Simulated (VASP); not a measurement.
Si2Sb2Te:

```xyz
5
Lattice="2.0458 1.1812 8.3530 -2.0458 1.1812 8.3530 0.0000 -2.3623 8.3530" Properties=species:S:1:pos:R:3 pbc="T T T"
Si    0.0000    0.0000   15.0160
Si    0.0000    0.0000   10.0430
Sb    0.0000    0.0000    5.2200
Sb    0.0000    0.0000   19.8390
Te    0.0000    0.0000    0.0000
```

The cell was built by a generator and needn't be a form met in nature.

- Program: VASP 6.6.1
- Task: relaxation of cell and atoms
- Functional: PBE
- Potentials or basis: VASP PAW PBE potentials, release 64 (Si, Sb, Te)
- Cutoff: 520 eV
- k mesh: 8 × 8 × 8
- Occupations: gaussian, width 0.1 eV
- Spin: no spin polarisation

At the start: pressure 0.3 GPa; volume 24.22 Å³/atom.

Question: How do energy, volume and symmetry change on relaxing?

Answer: Over 14 steps the energy falls by 5.3 meV/atom and the volume is 24.52 Å³/atom (+1.2 %); space group R-3m (No. 166, to 0.05 Å).

The path:
```
step  energy change (eV)  largest force (eV/Å)  pressure (GPa)  volume (Å³)
   1              0.0000                0.2181            0.27       121.11
   2             -0.0098                0.1744           -0.06       121.83
   3             -0.0190                0.0938           -0.81       123.76
   4             -0.0242                0.0475           -0.17       122.74
   5             -0.0245                0.0665           -0.01       122.47
   6             -0.0245                0.0687            0.00       122.45
   7             -0.0250                0.0562            0.02       122.41
   8             -0.0260                0.0261            0.07       122.31
   9             -0.0256                0.0536            0.17       122.10
  10             -0.0262                0.0287            0.10       122.23
  11             -0.0263                0.0304           -0.09       122.65
  12             -0.0263                0.0300           -0.05       122.56
  13             -0.0265                0.0152           -0.03       122.58
  14             -0.0266                0.0034            0.01       122.60
```

Final structure:
```
CELL_PARAMETERS angstrom
2.02746 1.17055 8.61011
-2.02746 1.17055 8.61011
0.00000 -2.34111 8.61011
ATOMIC_POSITIONS crystal
Si 0.59790 0.59790 0.59790
Si 0.40210 0.40210 0.40210
Sb 0.21115 0.21115 0.21115
Sb 0.78885 0.78885 0.78885
Te 0.00000 0.00000 0.00000
```
